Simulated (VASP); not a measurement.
# Ag: Ag into a neighbouring Ag vacancy

How hard is this move in Ag: Ag into a neighbouring Ag vacancy? Both ends are relaxed first, then a band of images between them.

Method: PBEsol; plane waves and PAW (Ag), in VASP 6.6.1.

Report form: the programs' logs are mostly left out.

### Step 1. The host crystal

The structure is cubic, space group Fm-3m (No. 225). Conventional cell: a = 4.090 Å, b = 4.090 Å, c = 4.090 Å, α = 90.00°, β = 90.00°, γ = 90.00°. Nearest to Ag lie 12 Ag at 2.89 Å.

As a file:

```cif
data_structure
_symmetry_space_group_name_H-M 'P 1'
_symmetry_Int_Tables_number 1
_cell_length_a 2.8921
_cell_length_b 2.8921
_cell_length_c 2.8921
_cell_angle_alpha 60.000
_cell_angle_beta 60.000
_cell_angle_gamma 60.000
_cell_volume 17.10
loop_
_atom_site_label
_atom_site_type_symbol
_atom_site_fract_x
_atom_site_fract_y
_atom_site_fract_z
_atom_site_occupancy
Ag1 Ag 0.00000 0.00000 0.00000 1
```

### Step 2. Relax the host

First cell and atoms are relaxed at a raised cutoff, so that later runs start from this functional's own cell.

Input file INCAR:

```
SYSTEM = Ag
PREC = Accurate
ENCUT = 350
EDIFF = 1E-06
NELM = 120
ISMEAR = 1
SIGMA = 0.15
LREAL = .FALSE.
ALGO = Normal
GGA = PS
NBANDS = 11
LASPH = .TRUE.
LORBIT = 11
LWAVE = .FALSE.
LCHARG = .FALSE.
KPAR = 6
IBRION = 2
NSW = 40
ISIF = 3
EDIFFG = -0.02
POTIM = 0.4
```

Input file POSCAR:

```
Ag
1.0
    0.0000000000      2.0450000000      2.0450000000
    2.0450000000      0.0000000000      2.0450000000
    2.0450000000      2.0450000000      0.0000000000
Ag
1
Direct
    0.0000000000      0.0000000000      0.0000000000
```

Input file KPOINTS:

```
Automatic mesh
0
Gamma
14 14 14
0 0 0
```

The projector-augmented-wave data sets are Ag (PBE family, release 64).

On the command line:

```
mpirun -np 6 vasp_std
```

Run time: 7.4 s. Hardware: 6 MPI ranks of AMD EPYC 7R43, shared host; peak memory 0.6 GiB; 40 s of CPU time.

This run has no spin polarisation. Its electron count is odd, so without a moment it is a metal by construction. The PAW data sets were made with PBE, which is usual practice but a small mismatch for other functionals. The run keeps the 48 symmetry operations of its start, so it cannot find a distortion of lower symmetry.

Step by step:

| step | energy less that of the first step (eV) | largest force (eV/Å) | pressure (GPa) | volume (Å³) |
| --- | --- | --- | --- | --- |
| 1 | 0.0000 | 0.0000 | -4.02 | 17.10 |
| 2 | -0.0067 | 0.0000 | 1.83 | 16.27 |
| 3 | -0.0079 | 0.0000 | 0.04 | 16.50 |

| conventional cell, symmetrised | before | after | change |
| --- | --- | --- | --- |
| a (Å) | 4.090 | 4.041 | -1.2 % |
| b (Å) | 4.090 | 4.041 | -1.2 % |
| c (Å) | 4.090 | 4.041 | -1.2 % |
| volume (Å³/atom) | 17.10 | 16.50 | -3.5 % |

Final coordinates:

```xyz
1
Lattice="0.0000 2.0205 2.0205 2.0205 0.0000 2.0205 2.0205 2.0205 0.0000" Properties=species:S:1:pos:R:3 pbc="T T T"
Ag    0.0000    0.0000    0.0000
```

This step gave:

* electronic cycles: 23
* electrons: 11
* free energy (TOTEN): -3.314 eV
* energy at zero smearing: -3.314 eV
* Fermi energy: 8.591 eV
* metallic: yes

The run ended after 3 ionic steps, 0.008 eV below its first step, once forces and stress met EDIFFG = -0.02.

### Step 3. Relax the start

System of this step: Ag. The cell holds 31 atoms: 31 Ag. Its edges and angles: a = 8.082 Å, b = 8.082 Å, c = 8.082 Å, α = 90.0°, β = 90.0°, γ = 90.0°. It derives from Ag. Nearest the centre at fractional (0.625, 0.125, 0.000): Ag1 at 1.45 Å, Ag2 at 2.46 Å, Ag12 at 2.48 Å, Ag8 at 2.50 Å, Ag23 at 2.51 Å, Ag3 at 3.18 Å, Ag4 at 3.19 Å, Ag5 at 3.20 Å.

A path needs two true minima; the start is relaxed with symmetry off.

Input file INCAR:

```
SYSTEM = Ag
PREC = Normal
ENCUT = 280
EDIFF = 1E-05
NELM = 120
ISMEAR = 1
SIGMA = 0.15
LREAL = Auto
ALGO = Fast
GGA = PS
NBANDS = 198
LASPH = .TRUE.
LORBIT = 11
LWAVE = .FALSE.
LCHARG = .FALSE.
KPAR = 6
IBRION = 2
NSW = 60
ISIF = 2
EDIFFG = -0.05
POTIM = 0.4
MAXMIX = 40
ISYM = 0
```

Input file POSCAR:

```
Ag
1.0
    8.0821366520      0.0000000000      0.0000000000
    0.0000000000      8.0821366520      0.0000000000
    0.0000000000      0.0000000000      8.0821366520
Ag
31
Direct
    0.7508551803      0.2520331706      0.0008176973
    0.7467752160      0.0022403874      0.2511045955
   -0.0013287408      0.0014380309      0.0009021684
    0.2507278583      0.2500703335      0.0013528922
    0.4981775758      0.4995968642     -0.0011930491
    0.7514819007      0.7500982961     -0.0007237115
    0.2480650947     -0.0006364462      0.2500201486
    0.4993179949      0.2532022815      0.2524912331
    0.7432909759      0.4953254608      0.2495675102
    0.4989552505      0.0005286795      0.5005377834
    0.7552407893      0.2472482010      0.4990655812
    0.7550550286      0.0016003268      0.7516408121
   -0.0012719566      0.4959216845      0.0004144071
    0.2502697655      0.7469628030     -0.0016907080
   -0.0001782788      0.2476621241      0.2497568218
    0.2502362816      0.5000880615      0.2487471341
    0.5014692849      0.7522052756      0.2507939690
   -0.0020247869      0.0018105417      0.4987591400
    0.2521755648      0.2473477622      0.5022629343
    0.4999503511      0.4969098545      0.4992232265
    0.7501338811      0.7506750476      0.4975694840
    0.2472597022      0.0004938905      0.7488449846
    0.5005827806      0.2518795018      0.7459199221
    0.7506295071      0.5030305030      0.7492637421
   -0.0020064362      0.7518614974      0.2506271770
    0.0022169461      0.4991457316      0.4963331026
    0.2497277681      0.7488967567      0.5019186110
    0.0004791625      0.2459643117      0.7470424576
    0.2521870183      0.5016821419      0.7484156582
    0.4999974047      0.7511026133      0.7511591102
    0.0021683429      0.7506346976      0.7497653384
```

Input file KPOINTS:

```
Automatic mesh
0
Monkhorst-Pack
2 2 2
0 0 0
```

On the command line:

```
mpirun -np 6 vasp_std
```

Elapsed: 2.6 min, on 6 MPI ranks; peak memory 1.6 GiB; 16 min of CPU time.

The steps of the relaxation:

| step | energy less that of the first step (eV) | largest force (eV/Å) |
| --- | --- | --- |
| 1 | 0.0000 | 0.3108 |
| 2 | -0.0376 | 0.2228 |
| 3 | -0.0732 | 0.0893 |
| 4 | -0.0758 | 0.0885 |
| 5 | -0.0759 | 0.0919 |
| 6 | -0.0801 | 0.0593 |
| 7 | -0.0819 | 0.0447 |

The atoms that moved most (Å):

| atom | dx | dy | dz | length |
| --- | --- | --- | --- | --- |
| Ag9 | 0.032 | 0.032 | -0.010 | 0.047 |
| Ag11 | -0.044 | 0.010 | 0.008 | 0.046 |
| Ag8 | -0.005 | -0.035 | -0.021 | 0.041 |
| Ag12 | -0.037 | -0.013 | -0.003 | 0.040 |
| Ag28 | 0.002 | 0.024 | 0.032 | 0.040 |
| Ag23 | 0.005 | -0.020 | 0.032 | 0.038 |
| Ag22 | 0.026 | -0.006 | 0.019 | 0.033 |
| Ag1 | -0.018 | -0.019 | -0.013 | 0.029 |

The relaxed structure:

```xyz
31
Lattice="8.0821 0.0000 0.0000 0.0000 8.0821 0.0000 0.0000 0.0000 8.0821" Properties=species:S:1:pos:R:3 pbc="T T T"
Ag    6.0500    2.0180   -0.0060
Ag    6.0391    0.0081    2.0058
Ag   -0.0011    0.0023    0.0041
Ag    2.0344    2.0103   -0.0045
Ag    4.0391    4.0435   -0.0085
Ag    6.0586    6.0636    0.0014
Ag    2.0281   -0.0071    2.0118
Ag    4.0302    2.0118    2.0199
Ag    6.0393    4.0356    2.0066
Ag    4.0427   -0.0003    4.0467
Ag    6.0596    2.0082    4.0416
Ag    6.0650   -0.0005    6.0718
Ag   -0.0022    4.0327    0.0001
Ag    2.0211    6.0620   -0.0019
Ag    0.0031    2.0060    2.0060
Ag    2.0329    4.0448    2.0061
Ag    4.0388    6.0712    2.0103
Ag   -0.0008   -0.0089    4.0331
Ag    2.0313    2.0046    4.0406
Ag    4.0410    4.0442    4.0425
Ag    6.0523    6.0729    4.0368
Ag    2.0247   -0.0019    6.0717
Ag    4.0504    2.0155    6.0605
Ag    6.0580    4.0481    6.0643
Ag   -0.0112    6.0695    2.0053
Ag    0.0040    4.0398    4.0268
Ag    2.0332    6.0709    4.0398
Ag    0.0055    2.0115    6.0698
Ag    2.0335    4.0395    6.0676
Ag    4.0462    6.0770    6.0708
Ag    0.0026    6.0689    6.0695
```

Numbers from this step:

| Property | Result |
| --- | --- |
| electronic cycles | 42 |
| electrons | 341 |
| free energy (TOTEN) | -100.3980 eV |
| energy at zero smearing | -100.3923 eV |
| Fermi energy | 8.204 eV |

The run ended after 7 ionic steps, 0.082 eV below its first step, once the forces on the free atoms met EDIFFG = -0.05.

### Step 4. Relax the end

The end state is relaxed in the same way, so that both ends share their errors.

INCAR is that of step 3.

Input file POSCAR:

```
Ag
1.0
    8.0821366520      0.0000000000      0.0000000000
    0.0000000000      8.0821366520      0.0000000000
    0.0000000000      0.0000000000      8.0821366520
Ag
31
Direct
    0.4993594564      0.0026125339     -0.0055699486
    0.7496568845      0.0000816618      0.2464728412
    0.0008235783     -0.0016116555      0.0021342000
    0.2496892107      0.2516558820      0.0030161420
    0.5009475949      0.4978329465     -0.0037473225
    0.7543389123      0.7497245971     -0.0017039181
    0.2503569776     -0.0004736652      0.2521087054
    0.5000839584      0.2500340246      0.2482317059
    0.7511619900      0.4974416005      0.2516478054
    0.5037711253     -0.0037729776      0.4938970860
    0.7515265239      0.2563050105      0.4975231182
    0.7469050368      0.0014574585      0.7479195561
   -0.0012522072      0.4991385509      0.0013164887
    0.2489970416      0.7506876470     -0.0004368480
   -0.0020902173      0.2492085601      0.2476481475
    0.2500161219      0.4972188883      0.2472955311
    0.5036053877      0.7498683907      0.2498666144
    0.0012658445     -0.0010414499      0.4994344679
    0.2510520701      0.2506988643      0.4971312123
    0.5020621839      0.4985389137      0.4973866343
    0.7477716906      0.7490335592      0.5040269061
    0.2470910269      0.0003961227      0.7447097545
    0.4999961225      0.2522260609      0.7494143546
    0.7484426026      0.5005728957      0.7517325907
    0.0016422825      0.7548810703      0.2505176044
   -0.0014659740      0.4996882528      0.4998205956
    0.2502690808      0.7499256934      0.5004304949
   -0.0041346741      0.2520529941      0.7485777541
    0.2470969095      0.5015781747      0.7532598459
    0.5012200441      0.7503988037      0.7476931340
    0.0071059609      0.7521782820      0.7471807092
```

KPOINTS is that of step 3.

On the command line:

```
mpirun -np 6 vasp_std
```

Run time: 2.4 min. Hardware: 6 MPI ranks; peak memory 1.6 GiB.

Step by step:

| step | energy less that of the first step (eV) | largest force (eV/Å) |
| --- | --- | --- |
| 1 | 0.0000 | 0.4870 |
| 2 | -0.0618 | 0.3175 |
| 3 | -0.0999 | 0.1163 |
| 4 | -0.1013 | 0.1179 |
| 5 | -0.1087 | 0.0767 |
| 6 | -0.1121 | 0.0498 |

The atoms that moved most (Å):

| atom | dx | dy | dz | length |
| --- | --- | --- | --- | --- |
| Ag31 | -0.053 | -0.009 | 0.026 | 0.059 |
| Ag10 | -0.006 | 0.038 | 0.029 | 0.048 |
| Ag22 | 0.023 | 0.022 | 0.030 | 0.044 |
| Ag11 | -0.012 | -0.040 | 0.011 | 0.043 |
| Ag25 | -0.020 | -0.031 | -0.009 | 0.038 |
| Ag18 | -0.028 | 0.025 | -0.003 | 0.038 |
| Ag21 | 0.023 | 0.003 | -0.027 | 0.036 |
| Ag3 | -0.005 | 0.018 | -0.026 | 0.032 |

The relaxed structure:

```xyz
31
Lattice="8.0821 0.0000 0.0000 0.0000 8.0821 0.0000 0.0000 0.0000 8.0821" Properties=species:S:1:pos:R:3 pbc="T T T"
Ag    4.0419    0.0110   -0.0223
Ag    6.0599    0.0060    1.9950
Ag    0.0017    0.0050   -0.0091
Ag    2.0155    2.0200   -0.0028
Ag    4.0525    4.0326   -0.0082
Ag    6.0749    6.0678   -0.0135
Ag    2.0306    0.0091    2.0107
Ag    4.0528    2.0192    1.9992
Ag    6.0661    4.0394    2.0084
Ag    4.0652    0.0073    4.0203
Ag    6.0620    2.0313    4.0320
Ag    6.0585    0.0143    6.0569
Ag   -0.0096    4.0375    0.0040
Ag    2.0262    6.0666   -0.0008
Ag   -0.0109    2.0145    2.0062
Ag    2.0208    4.0296    1.9988
Ag    4.0665    6.0552    1.9914
Ag   -0.0177    0.0167    4.0332
Ag    2.0205    2.0262    4.0299
Ag    4.0505    4.0302    4.0324
Ag    6.0663    6.0563    4.0464
Ag    2.0198    0.0252    6.0492
Ag    4.0410    2.0267    6.0500
Ag    6.0627    4.0398    6.0706
Ag   -0.0070    6.0699    2.0154
Ag   -0.0072    4.0347    4.0367
Ag    2.0339    6.0529    4.0309
Ag   -0.0174    2.0257    6.0652
Ag    2.0128    4.0284    6.0787
Ag    4.0455    6.0642    6.0654
Ag    0.0047    6.0706    6.0644
```

Numbers from this step:

* electronic cycles: 39
* free energy (TOTEN): -100.3949 eV
* energy at zero smearing: -100.3892 eV

The run ended after 6 ionic steps, 0.112 eV below its first step, once the forces on the free atoms met EDIFFG = -0.05.

(Part 1 of 2 ends here.)

[Lines on the potential files, build, host, timing and source positions are cut from VASP's logs without a mark.]

[Logs are printed without paths, hosts, clocks, repeated set-up lines and the standing remarks that a program may print on its own settings, such as how far it seeks lower states.]

[Hosts, paths, dates, database ids (printed as entryN), source tags and the programs' standing remarks are cut or masked in the printed files.]

[Runs that stopped without an error message from VASP are left out.]
